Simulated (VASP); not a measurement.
```xyz
4
Lattice="3.5100 0.0000 0.0000 0.0000 3.5100 0.0000 0.0000 0.0000 3.5100" Properties=species:S:1:pos:R:3 pbc="T T T"
Si     0.0000     0.0000     0.0000
Ni     0.0000     1.7550     1.7550
Ni     1.7550     0.0000     1.7550
Ni     1.7550     1.7550     0.0000
```

The base run (VASP): PBE GGA, plane waves, VASP's PBE PAW potentials (set 64). Numerical set-up: 400 eV cut-off, 8×8×8 Γ-centred mesh, first-order Methfessel-Paxton smearing of 0.10 eV, potentials Si Ni.

One setting is varied; ΔE counts from the most expensive setting. The base run took about 10 core-seconds. Times come from single runs on busy shared machines, so they are rough: good to a factor of about 2.

The base run's pressure lies -0.47 GPa from that at 800 eV (Pulay error).

```csv
setting,cost over the base run,electronic steps,ΔE (meV/atom),pressure (GPa)
"KGAMMA = .TRUE., KSPACING = 0.8, KPOINTS file removed",about 1/3,13,38.4,0.04
"KGAMMA = .FALSE., KSPACING = 0.6, KPOINTS file removed",about 1/3,13,38.4,0.04
"KGAMMA = .TRUE., KSPACING = 0.4, KPOINTS file removed",about 1/2,14,-0.2,-1.31
base run,reference,13,0.4,-1.13
"KGAMMA = .TRUE., KSPACING = 0.2, KPOINTS file removed",within a factor of 2,13,0.0,-1.11
"KGAMMA = .TRUE., KSPACING = 0.16, KPOINTS file removed",about 2 times,13,0.0,-1.13
```

Left out are runs that failed, have no time on record or changed the cell.

The compound is Ni3Si in the L1_2 structure. The cell was not relaxed at this level.
